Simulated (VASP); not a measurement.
# Ir3Pd2: core-level shifts

Wanted: the chemical shifts that photoemission would resolve in Ir3Pd2.

Calculated with VASP 6.6.1; PBE; plane waves and PAW (Ir, Pd), in the first sound run; inputs show where later runs differ.

Report form: the programs' logs are mostly left out.

## 1. Starting point

The cell holds 20 atoms: 12 Ir and 8 Pd. Its edges and angles: a = 5.473 Å, b = 5.473 Å, c = 22.937 Å, α = 90.0°, β = 90.0°, γ = 60.0°. It derives from Ir. Pd replaces host atoms (under the top layer, both faces). Regions: layer 1, 4 atoms (4 Ir); layer 2, 4 atoms (4 Pd); layer 3, 4 atoms (4 Ir); other layers, 8 atoms (4 Pd and 4 Ir). Vacuum lies along c.

## 2. Relaxation

The free atoms are relaxed first inside the given cell, which is kept (ISIF = 0), since core levels depend on the positions.

Contents of INCAR:

```
SYSTEM = Ir3Pd2
PREC = Normal
ENCUT = 330
EDIFF = 1E-05
NELM = 100
ISMEAR = 0
SIGMA = 0.1
LREAL = Auto
ALGO = Fast
GGA = PE
NBANDS = 116
LASPH = .TRUE.
LWAVE = .FALSE.
LCHARG = .FALSE.
KPAR = 2
NCORE = 4
IBRION = 2
NSW = 50
ISIF = 0
EDIFFG = -0.05
```

Contents of POSCAR:

```
Ir3Pd2
1.0
    5.4730064864      0.0000000000      0.0000000000
    2.7365032432      4.7397626523      0.0000000000
    0.0000000000      0.0000000000     22.9373821671
Ir Pd
12 8
Selective dynamics
Direct
    0.0000000000      0.0000000000      0.6948213210  T T T
    0.5000000000      0.0000000000      0.6948213210  T T T
    0.0000000000      0.5000000000      0.6948213210  T T T
    0.5000000000      0.5000000000      0.6948213210  T T T
    0.1666666670      0.1666666670      0.5000000000  F F F
    0.6666666670      0.1666666670      0.5000000000  F F F
    0.1666666670      0.6666666670      0.5000000000  F F F
    0.6666666670      0.6666666670      0.5000000000  F F F
    0.8333333330      0.3333333330      0.3051786790  T T T
    0.3333333330      0.3333333330      0.3051786790  T T T
    0.8333333330      0.8333333330      0.3051786790  T T T
    0.3333333330      0.8333333330      0.3051786790  T T T
    0.8333333330      0.3333333330      0.5974106600  T T T
    0.3333333330      0.3333333330      0.5974106600  T T T
    0.8333333330      0.8333333330      0.5974106600  T T T
    0.3333333330      0.8333333330      0.5974106600  T T T
    0.0000000000      0.0000000000      0.4025893400  T T T
    0.5000000000      0.0000000000      0.4025893400  T T T
    0.0000000000      0.5000000000      0.4025893400  T T T
    0.5000000000      0.5000000000      0.4025893400  T T T
```

Contents of KPOINTS:

```
Automatic mesh
0
Gamma
4 4 1
0 0 0
```

The projector-augmented-wave data sets are Ir and Pd (PBE family, release 64).

Launch:

```console
> mpirun -np 8 vasp_std
```

Run time: 50 s. Hardware: 8 MPI ranks of AMD EPYC 7R43, shared host; peak memory 1.2 GiB.

The run keeps the 12 symmetry operations of its start, so it cannot find a distortion of lower symmetry.

Hardly anything moved in the relaxation; the energy changed by under 0.2 meV an atom.

Numbers from this step:

* free energy (TOTEN): -138.8192 eV
* energy at zero smearing: -138.7430 eV
* Fermi energy: 1.971 eV

The forces on the free atoms are under 0.05 eV/Å.

## 3. Initial state

The cell without a hole gives, with ICORELEVEL = 1, the Kohn-Sham core levels of the initial state.

Contents of INCAR:

```
SYSTEM = Ir3Pd2
PREC = Normal
ENCUT = 330
EDIFF = 1E-05
NELM = 120
ISMEAR = 0
SIGMA = 0.1
LREAL = Auto
ALGO = Fast
GGA = PE
NBANDS = 116
LASPH = .TRUE.
LORBIT = 11
LWAVE = .FALSE.
LCHARG = .FALSE.
KPAR = 2
NCORE = 4
ICORELEVEL = 1
ISIF = 0
LVHAR = .TRUE.
```

Contents of POSCAR:

```
Ir3Pd2
1.0
    5.4730064864      0.0000000000      0.0000000000
    2.7365032432      4.7397626523      0.0000000000
    0.0000000000      0.0000000000     22.9373821671
Ir Pd
12 8
Direct
    0.0000000000      0.0000000000      0.6948893862
    0.5000000000      0.0000000000      0.6948893862
    0.0000000000      0.5000000000      0.6948893862
    0.5000000000      0.5000000000      0.6948893862
    0.1666666670      0.1666666670      0.5000000000
    0.6666666670      0.1666666670      0.5000000000
    0.1666666670      0.6666666670      0.5000000000
    0.6666666670      0.6666666670      0.5000000000
    0.8333333330      0.3333333330      0.3051106138
    0.3333333330      0.3333333330      0.3051106138
    0.8333333330      0.8333333330      0.3051106138
    0.3333333330      0.8333333330      0.3051106138
    0.8333333330      0.3333333330      0.5975540868
    0.3333333330      0.3333333330      0.5975540868
    0.8333333330      0.8333333330      0.5975540868
    0.3333333330      0.8333333330      0.5975540868
    0.0000000000      0.0000000000      0.4024459132
    0.5000000000      0.0000000000      0.4024459132
    0.0000000000      0.5000000000      0.4024459132
    0.5000000000      0.5000000000      0.4024459132
```

KPOINTS is that of step 2.

Launch:

```console
> mpirun -np 8 vasp_std
```

Elapsed: 40 s, on 8 MPI ranks; peak memory 1.1 GiB; 5 min of CPU time.

These are scalar-relativistic Kohn-Sham levels of the ground state, with no core hole, so they are not binding energies.

This step gave:

| Item | Value |
| --- | --- |
| energy at zero smearing | -138.7429 eV |

The two shallowest core shells; atoms whose shallowest level rounds to another's at 0.01 eV are left out. Core levels, by row:

```tsv
atom	shell	level below the Fermi level (eV)
Ir1	4f	56.61
Ir1	5p	48.91
Ir5	4f	57.04
Ir5	5p	49.39
Pd13	4s	84.76
Pd13	4p	50.47
```

## 4. Core hole, atom Ir4

This step: final-state core hole with the electron kept at the Fermi level, PBE; plane waves and PAW (Ir, Ir, Pd) (VASP 6.6.1).

A core electron of Ir4 (4f) is moved to the Fermi level; this atom comes first in POSCAR as a species of its own.

INCAR: that of step 3 with these lines changed.

```diff
@@ -12,3 +12,2 @@
 LASPH = .TRUE.
-LORBIT = 11
 LWAVE = .FALSE.
@@ -17,4 +16,7 @@
 NCORE = 4
-ICORELEVEL = 1
+ICORELEVEL = 2
+CLNT = 1
+CLN = 4
+CLL = 3
+CLZ = 1
 ISIF = 0
-LVHAR = .TRUE.
```

POSCAR: that of step 3 with these lines changed.

```diff
@@ -5,5 +5,6 @@
     0.0000000000      0.0000000000     22.9373821671
-Ir Pd
-12 8
+Ir Ir Pd
+1 11 8
 Direct
+    0.5000000000      0.5000000000      0.6948893862
     0.0000000000      0.0000000000      0.6948893862
@@ -11,3 +12,2 @@
     0.0000000000      0.5000000000      0.6948893862
-    0.5000000000      0.5000000000      0.6948893862
     0.1666666670      0.1666666670      0.5000000000
```

KPOINTS is that of step 3.

Potentials, in the order of the species: Ir, Ir and Pd (PBE family, release 64).

Launch:

```console
> mpirun -np 8 vasp_std
```

The job ended after 59 s (8 MPI ranks; peak memory 1.2 GiB).

This run has no spin polarisation.

This step gave:

```
free energy (TOTEN)     : -234.7391 eV
energy at zero smearing : -234.6647 eV
Fermi energy            : 1.949 eV
```

This is the reference for holes on Ir.

## 5. Core hole, atom Ir3

The same hole on the next atom.

INCAR is that of step 4.

POSCAR: that of step 4 with these lines changed.

```diff
@@ -8,6 +8,6 @@
 Direct
-    0.5000000000      0.5000000000      0.6948893862
+    0.0000000000      0.5000000000      0.6948893862
     0.0000000000      0.0000000000      0.6948893862
     0.5000000000      0.0000000000      0.6948893862
-    0.0000000000      0.5000000000      0.6948893862
+    0.5000000000      0.5000000000      0.6948893862
     0.1666666670      0.1666666670      0.5000000000
```

KPOINTS is that of step 4.

Launch:

```console
> mpirun -np 8 vasp_std
```

Elapsed: 73 s, on 8 MPI ranks; peak memory 1.2 GiB.

Against the hole on Ir4 the energy differs by +0.00 eV.

## 6. Core hole, atom Ir5

INCAR is that of step 5.

POSCAR: that of step 5 with these lines changed.

```diff
@@ -8,7 +8,7 @@
 Direct
-    0.0000000000      0.5000000000      0.6948893862
+    0.1666666670      0.1666666670      0.5000000000
     0.0000000000      0.0000000000      0.6948893862
     0.5000000000      0.0000000000      0.6948893862
+    0.0000000000      0.5000000000      0.6948893862
     0.5000000000      0.5000000000      0.6948893862
-    0.1666666670      0.1666666670      0.5000000000
     0.6666666670      0.1666666670      0.5000000000
```

KPOINTS is that of step 5.

Launch:

```console
> mpirun -np 8 vasp_std
```

The job ended after 45 s (8 MPI ranks; peak memory 1.1 GiB).

Against the hole on Ir4 the energy differs by +0.54 eV.

## 7. Summary

This step: core-level shifts, PBE; plane waves and PAW (VASP 6.6.1).

Derived from the runs above.

A positive shift is a higher binding energy. Cost is wall time times ranks on a shared host. Core-level shifts:

```tsv
atom	region	shell	Kohn-Sham level below the Fermi level (eV)	initial-state shift (eV)	final-state shift (eV)	shifts are from	cost (core minutes)
Ir4	layer 1	4f	56.61	0	0	Ir4	7.87
Ir3	layer 1	4f	56.61	0	6.73e-5	Ir4	9.73
Ir5	layer 3	4f	57.04	0.4328	0.5357	Ir4	6
```

## 8. Outcome

```json
{
  "Ir5 4f (layer 3), from Ir4": "initial state +0.43 eV, final state +0.54 eV"
}
```

In words: Against Ir4, Ir5 is shifted by +0.43 eV in the initial state and by +0.54 eV with the hole (energies extrapolated to zero smearing). Ir3 has the level of the reference atom in both states, as equivalent sites do. Only these atoms were given a hole, so other sites aren't ranked. The difference of the two pictures holds the screening of the hole, but also the cell's limits: holes repeat 5.5 Å apart, and the electron from the core stays in the cell, where it moves the Fermi energy by -0.03 to -0.02 eV, less than the shifts themselves. Cell size, mesh and smearing weren't varied between the hole runs, and no dipole correction was applied to the slab. The other core electrons are frozen, spin-orbit splitting and multiplets are absent, and only shifts between atoms of one element are meaningful. Not tabulated here, as repeats of values shown or as unfit to read for their mesh, reference level or band range: core levels (core hole).

[Lines on the potential files, build, host, timing and source positions are cut from VASP's logs without a mark.]

[Logs are printed without paths, hosts, clocks, repeated set-up lines and the standing remarks that a program may print on its own settings, such as how far it seeks lower states.]

[Hosts, paths, dates, database ids (printed as entryN), source tags and the programs' standing remarks are cut or masked in the printed files.]
